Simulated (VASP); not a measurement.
# Relaxed cell of WSe2: a test of cutoff and mesh, part 2 of 2

How far does the relaxed cell of WSe2 depend on cutoff and k mesh? The starting structure is a measured crystal structure from the Crystallography Open Database. The first relaxation on each setting starts from this cell expanded by 3 % in volume.

VASP 6.6.1.

Results so far: reference 20.39 Å³ an atom; a cutoff of 220 eV 19.76 Å³ an atom.

### Step 4. Relaxation with a 4×4×1 mesh

Level of this step: PBEsol; plane waves and PAW (W, Se) (VASP).

Against step 2 the input has a 4×4×1 mesh (also changed: KPAR and NCORE).

Contents of INCAR:

```
SYSTEM = WSe2
PREC = Accurate
ENCUT = 450
EDIFF = 1E-06
NELM = 100
ISMEAR = 0
SIGMA = 0.03
LREAL = .FALSE.
ALGO = Normal
GGA = PS
NBANDS = 24
LASPH = .TRUE.
LORBIT = 11
LWAVE = .FALSE.
LCHARG = .FALSE.
KPAR = 2
NCORE = 4
IBRION = 2
NSW = 50
ISIF = 3
EDIFFG = -0.006
```

Contents of POSCAR:

```
WSe2
1.0
    3.3144971630      0.0000000000      0.0000000000
   -1.6572485815      2.8704387439      0.0000000000
    0.0000000000      0.0000000000     13.0883251773
W Se
2 4
Direct
    0.6666666667      0.3333333333      0.7500000000
    0.3333333333      0.6666666667      0.2500000000
    0.6666666667      0.3333333333      0.3789000000
    0.3333333333      0.6666666667      0.8789000000
    0.6666666667      0.3333333333      0.1211000000
    0.3333333333      0.6666666667      0.6211000000
```

Contents of KPOINTS:

```
Automatic mesh
0
Gamma
4 4 1
0 0 0
```

The projector-augmented-wave data sets are W and Se (PBE family, release 64).

Run with:

```console
$ mpirun -np 8 vasp_std
```

The log of the run:

```text
[banner, memory and clock lines left out]
running    8 mpi-ranks, on    1 nodes
[...]
[... a notice as in an earlier step ...]

 LDA part: xc-table for (Slater+PW92), standard interpolation
 POSCAR, INCAR and KPOINTS ok, starting setup
[...]
entering main loop
       N       E                     dE             d eps       ncg     rms          rms(c)
DAV:   1     0.159250009335E+03    0.15925E+03   -0.14322E+04   192   0.116E+03
DAV:   2    -0.361509865335E+02   -0.19540E+03   -0.18876E+03   288   0.234E+02
DAV:   3    -0.485771615721E+02   -0.12426E+02   -0.12325E+02   256   0.602E+01
DAV:   4    -0.487977258481E+02   -0.22056E+00   -0.22036E+00   256   0.881E+00
[...]
DAV:  12    -0.466646298892E+02    0.33621E-04   -0.34603E-04   272   0.109E-01    0.398E-02
DAV:  13    -0.466646324152E+02   -0.25260E-05   -0.19768E-05   256   0.258E-02    0.764E-03
DAV:  14    -0.466646324774E+02   -0.62179E-07   -0.18836E-06   216   0.742E-03
   1 F= -.46664632E+02 E0= -.46664632E+02  d E =-.466646E+02
[... from here on, the cycles between the ionic steps are left out ...]
   2 F= -.46410445E+02 E0= -.46410445E+02  d E =0.254188E+00
   3 F= -.46731925E+02 E0= -.46731925E+02  d E =-.672928E-01
   4 F= -.46731961E+02 E0= -.46731961E+02  d E =-.673288E-01
   5 F= -.46738948E+02 E0= -.46738948E+02  d E =-.698645E-02
   6 F= -.46739121E+02 E0= -.46739121E+02  d E =-.715985E-02
   7 F= -.46741419E+02 E0= -.46741419E+02  d E =-.229768E-02
   8 F= -.46746874E+02 E0= -.46746874E+02  d E =-.775257E-02
   9 F= -.46752360E+02 E0= -.46752360E+02  d E =-.132391E-01
  10 F= -.46752901E+02 E0= -.46752901E+02  d E =-.137800E-01
  11 F= -.46747907E+02 E0= -.46747907E+02  d E =0.499384E-02
  12 F= -.46753053E+02 E0= -.46753053E+02  d E =-.151782E-03
  13 F= -.46752708E+02 E0= -.46752708E+02  d E =0.345388E-03
  14 F= -.46753114E+02 E0= -.46753114E+02  d E =-.614915E-04
  15 F= -.46753115E+02 E0= -.46753115E+02  d E =-.615523E-04
  16 F= -.46753114E+02 E0= -.46753114E+02  d E =-.614152E-04
  17 F= -.46753093E+02 E0= -.46753093E+02  d E =0.209050E-04
  18 F= -.46753118E+02 E0= -.46753118E+02  d E =-.353010E-05
[...]
reached required accuracy - stopping structural energy minimisation
```

The job ended after 41 s (8 MPI ranks of AMD EPYC 7R43, shared host; peak memory 0.98 GiB; 5.1 min of CPU time).

OUTCAR, selected parts (step 4):

```text
  Total        0.0076476      0.0076476      0.0209145      0.0000000     -0.0000000     -0.0000000
  in kB        0.0981002      0.0981002      0.2682825      0.0000000     -0.0000000     -0.0000000
  external PRESSURE =       0.1548276 kB  Pullay stress =       0.0000000 kB

 POSITION                                       TOTAL-FORCE (eV/Angst)
 -----------------------------------------------------------------------------------
      1.63372      0.94323     10.13171        -0.000000     -0.000000      0.000000
     -0.00000      1.88645      3.37724         0.000000     -0.000000      0.000000
      1.63372      0.94323      5.04846        -0.000000      0.000000     -0.001812
     -0.00000      1.88645     11.80293         0.000000     -0.000000     -0.001812
      1.63372      0.94323      1.70601        -0.000000      0.000000      0.001812
     -0.00000      1.88645      8.46048         0.000000      0.000000      0.001812
 -----------------------------------------------------------------------------------
    total drift:                                0.000000     -0.000000      0.000000

  FREE ENERGIE OF THE ION-ELECTRON SYSTEM (eV)
  ---------------------------------------------------
  free  energy   TOTEN  =       -46.7531178945 eV

  energy  without entropy=      -46.7531178945  energy(sigma->0) =      -46.75311789

[... 1 part as in an earlier step ...]

[... 3 further parts left out ...]
[key lines of the parts left out:]
E-fermi :   4.9281
```

With a 4×4×1 mesh the cell ends at 20.817 Å³ an atom, +2.11 % from the reference, a by +0.0 % and c by +2.2 %.

### Step 5. Relaxation with a cutoff of 600 eV

Against step 2 the input has ENCUT = 600. This run starts from the cell of an earlier relaxation, which isn't shown; the restart sets up the plane waves anew.

Changes to INCAR since step 4:

```diff
@@ -2,3 +2,3 @@
 PREC = Accurate
-ENCUT = 450
+ENCUT = 600
 EDIFF = 1E-06
@@ -15,4 +15,3 @@
 LCHARG = .FALSE.
-KPAR = 2
-NCORE = 4
+KPAR = 8
 IBRION = 2
```

Contents of POSCAR:

```
WSe2
1.0
    3.2685254571      0.0000000000      0.0000000000
   -1.6342627285      2.8306260787      0.0000000000
    0.0000000000      0.0000000000     13.2285214946
W Se
2 4
Direct
    0.6666666667      0.3333333333      0.7500000000
    0.3333333333      0.6666666667      0.2500000000
    0.6666666667      0.3333333333      0.3765582915
    0.3333333333      0.6666666667      0.8765582915
    0.6666666667      0.3333333333      0.1234417085
    0.3333333333      0.6666666667      0.6234417085
```

Contents of KPOINTS:

```
Automatic mesh
0
Gamma
9 9 2
0 0 0
```

Run with:

```console
$ mpirun -np 8 vasp_std
```

The log of the run:

```text
[... set-up lines as in an earlier step ...]
 entering main loop
       N       E                     dE             d eps       ncg     rms          rms(c)
DAV:   1     0.203836271295E+03    0.20384E+03   -0.17016E+04  1152   0.147E+03
DAV:   2    -0.305746486102E+02   -0.23441E+03   -0.22542E+03  1544   0.287E+02
DAV:   3    -0.483492245601E+02   -0.17775E+02   -0.17640E+02  1544   0.750E+01
DAV:   4    -0.486992430963E+02   -0.35002E+00   -0.34892E+00  1560   0.112E+01
[...]
DAV:  12    -0.466817296178E+02    0.14681E-04   -0.29184E-04  1616   0.993E-02    0.399E-02
DAV:  13    -0.466817325897E+02   -0.29719E-05   -0.20185E-05  1544   0.256E-02    0.851E-03
DAV:  14    -0.466817326602E+02   -0.70492E-07   -0.12633E-06   992   0.699E-03
   1 F= -.46681733E+02 E0= -.46681733E+02  d E =-.466817E+02
[...]
reached required accuracy - stopping structural energy minimisation
```

It took 23 s on 8 MPI ranks; peak memory 2.7 GiB; 2.8 min of CPU time.

OUTCAR, selected parts (step 5):

```text
  Total        0.0029069      0.0029069      0.0046260      0.0000000      0.0000000      0.0000000
  in kB        0.0380529      0.0380529      0.0605574      0.0000000      0.0000000      0.0000000
  external PRESSURE =       0.0455544 kB  Pullay stress =       0.0000000 kB

 POSITION                                       TOTAL-FORCE (eV/Angst)
 -----------------------------------------------------------------------------------
      1.63426      0.94354      9.92139        -0.000000      0.000000      0.000000
     -0.00000      1.88708      3.30713        -0.000000      0.000000      0.000000
      1.63426      0.94354      4.98131         0.000000      0.000000      0.001654
     -0.00000      1.88708     11.59557        -0.000000      0.000000      0.001654
      1.63426      0.94354      1.63295         0.000000     -0.000000     -0.001654
     -0.00000      1.88708      8.24721        -0.000000     -0.000000     -0.001654
 -----------------------------------------------------------------------------------
    total drift:                               -0.000000      0.000000     -0.000000

  FREE ENERGIE OF THE ION-ELECTRON SYSTEM (eV)
  ---------------------------------------------------
  free  energy   TOTEN  =       -46.6817326602 eV

  energy  without entropy=      -46.6817326602  energy(sigma->0) =      -46.68173266

[... 2 parts as in an earlier step ...]

[... 2 further parts left out ...]
[key lines of the parts left out:]
E-fermi :   5.1509
```

With a cutoff of 600 eV the cell ends at 20.398 Å³ an atom, +0.05 % from the reference.

### Step 6. Relaxation with a 12×12×4 mesh

Against step 2 the input has a 12×12×4 mesh. This run starts from the cell of an earlier relaxation, which isn't shown; the restart sets up the plane waves anew.

Changes to INCAR since step 5:

```diff
@@ -2,3 +2,3 @@
 PREC = Accurate
-ENCUT = 600
+ENCUT = 450
 EDIFF = 1E-06
```

Contents of POSCAR:

```
WSe2
1.0
    3.2682499388      0.0000000000      0.0000000000
   -1.6341249694      2.8303874729      0.0000000000
    0.0000000000      0.0000000000     13.2149963618
W Se
2 4
Direct
    0.6666666667      0.3333333333      0.7500000000
    0.3333333333      0.6666666667      0.2500000000
    0.6666666667      0.3333333333      0.3766890992
    0.3333333333      0.6666666667      0.8766890992
    0.6666666667      0.3333333333      0.1233109008
    0.3333333333      0.6666666667      0.6233109008
```

Contents of KPOINTS:

```
Automatic mesh
0
Gamma
12 12 4
0 0 0
```

Run with:

```console
$ mpirun -np 8 vasp_std
```

The log of the run:

```text
[... set-up lines as in an earlier step ...]
 entering main loop
       N       E                     dE             d eps       ncg     rms          rms(c)
DAV:   1     0.169935258992E+03    0.16994E+03   -0.14456E+04  2736   0.117E+03
DAV:   2    -0.352261773243E+02   -0.20516E+03   -0.19804E+03  3800   0.251E+02
DAV:   3    -0.484355936585E+02   -0.13209E+02   -0.13098E+02  3600   0.635E+01
DAV:   4    -0.486992061809E+02   -0.26361E+00   -0.26306E+00  3736   0.949E+00
[...]
DAV:  12    -0.466793351414E+02    0.13955E-04   -0.26336E-04  3784   0.941E-02    0.388E-02
DAV:  13    -0.466793373133E+02   -0.21719E-05   -0.21576E-05  3760   0.253E-02    0.906E-03
DAV:  14    -0.466793372433E+02    0.70022E-07   -0.12825E-06  2336   0.701E-03
   1 F= -.46679337E+02 E0= -.46679337E+02  d E =-.466793E+02
[...]
reached required accuracy - stopping structural energy minimisation
```

It took 30 s on 8 MPI ranks; peak memory 2.4 GiB.

Parts of OUTCAR (step 6):

```text
  Total        0.0082242      0.0082242      0.0094691      0.0000000      0.0000000      0.0000000
  in kB        0.1077888      0.1077888      0.1241053      0.0000000      0.0000000      0.0000000
  external PRESSURE =       0.1132276 kB  Pullay stress =       0.0000000 kB

 POSITION                                       TOTAL-FORCE (eV/Angst)
 -----------------------------------------------------------------------------------
      1.63412      0.94346      9.91125         0.000000     -0.000000      0.000000
     -0.00000      1.88692      3.30375        -0.000000     -0.000000      0.000000
      1.63412      0.94346      4.97795        -0.000000      0.000000      0.002035
     -0.00000      1.88692     11.58544         0.000000      0.000000      0.002035
      1.63412      0.94346      1.62955        -0.000000      0.000000     -0.002035
     -0.00000      1.88692      8.23705         0.000000     -0.000000     -0.002035
 -----------------------------------------------------------------------------------
    total drift:                               -0.000000      0.000000     -0.000000

  FREE ENERGIE OF THE ION-ELECTRON SYSTEM (eV)
  ---------------------------------------------------
  free  energy   TOTEN  =       -46.6793372433 eV

  energy  without entropy=      -46.6793372433  energy(sigma->0) =      -46.67933724

[... 1 part as in an earlier step ...]

[... 3 further parts left out ...]
[key lines of the parts left out:]
E-fermi :   5.1545
```

With a 12×12×4 mesh the cell ends at 20.374 Å³ an atom, -0.07 % from the reference.

### Step 7. Comparison

```csv
run,volume (Å³/atom),change (%),pressure left (GPa),core minutes
reference,20.387,-,-0.03,14.5
a cutoff of 220 eV,19.761,-3.07,0.0,9.73
a 4×4×1 mesh,20.817,2.11,0.02,5.47
a cutoff of 600 eV,20.398,0.05,0.0,25.6
a 12×12×4 mesh,20.374,-0.07,0.01,28.7
```

Core minutes are wall time times ranks, summed over the relaxations behind a row (those for a bulk modulus apart), on shared hosts.

### Step 8. What came out

```
volume of the reference                          : 20.39 Å³/atom
volume against the reference, a cutoff of 220 eV : -3.07 %
volume against the reference, a 4×4×1 mesh       : +2.11 %
volume against the reference, a cutoff of 600 eV : +0.05 %
volume against the reference, a 12×12×4 mesh     : -0.07 %
```

**Reading.** The volume moves most with a cutoff of 220 eV: -3.07 %, a by -0.3 % and c by -2.4 % against the reference (450 eV, 9×9×2 mesh). On finer settings it changes by +0.05 % with a cutoff of 600 eV and -0.07 % with a 12×12×4 mesh. The relaxations stop with up to 0.03 GPa left, which at a bulk modulus of 50 GPa, to name a scale, is 0.06 % of the volume, and more along a soft axis. That understates it: a restart alone still moved the volume by up to 0.6 %. The bonds form layers, and no dispersion term is on, so the spacing between them is unreliable throughout. A cell that shrinks at the lower cutoff is the usual mark of Pulay stress, the error that a plane-wave basis makes when it is kept while the volume changes. Further runs on this material are not shown.

[Lines on the potential files, build, host, timing and source positions are cut from VASP's logs without a mark.]

[Logs are printed without paths, hosts, clocks, repeated set-up lines and the standing remarks that a program may print on its own settings, such as how far it seeks lower states.]

[Hosts, paths, dates, database ids (printed as entryN), source tags and the programs' standing remarks are cut or masked in the printed files.]
